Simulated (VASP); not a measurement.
Given:

```xyz
2
Lattice="1.5790 -2.7349 0.0000 1.5790 2.7349 0.0000 0.0000 0.0000 4.9937" Properties=species:S:1:pos:R:3 pbc="T T T"
Hf     1.5790     0.9116     1.2484
Hf     1.5790    -0.9116     3.7453
```

The numbers are results of AM05 GGA, VASP's PBE PAW potentials (set 64) (plane waves; VASP 6.6.1), not measurements. Run with 520 eV cut-off, Gaussian smearing of 0.050 eV, potentials Hf_pv.

### Question
Give the energies of bands 7 to 13 at the high-symmetry points, in eV from the Fermi level.

### Answer

```
band      Γ      M      K      A      L      H
----  -----  -----  -----  -----  -----  -----
7     -7.54  -3.44  -2.30  -5.49  -3.55  -1.86
8     -3.84  -2.91  -1.83  -5.49  -3.55  -1.86
9      0.75  -2.37  -1.83   0.12  -1.07  -1.55
10     1.17  -0.77  -1.50   0.12  -1.07  -1.55
11     1.17   0.75   0.35   1.05   1.27  -0.17
12     1.46   0.89   0.35   1.05   1.27  -0.17
13     2.03   1.72   2.09   1.05   2.70   2.56
```

It has no gap at this level: it comes out as a metal or semimetal.

The compound is Hf in the hcp structure. It was relaxed first.
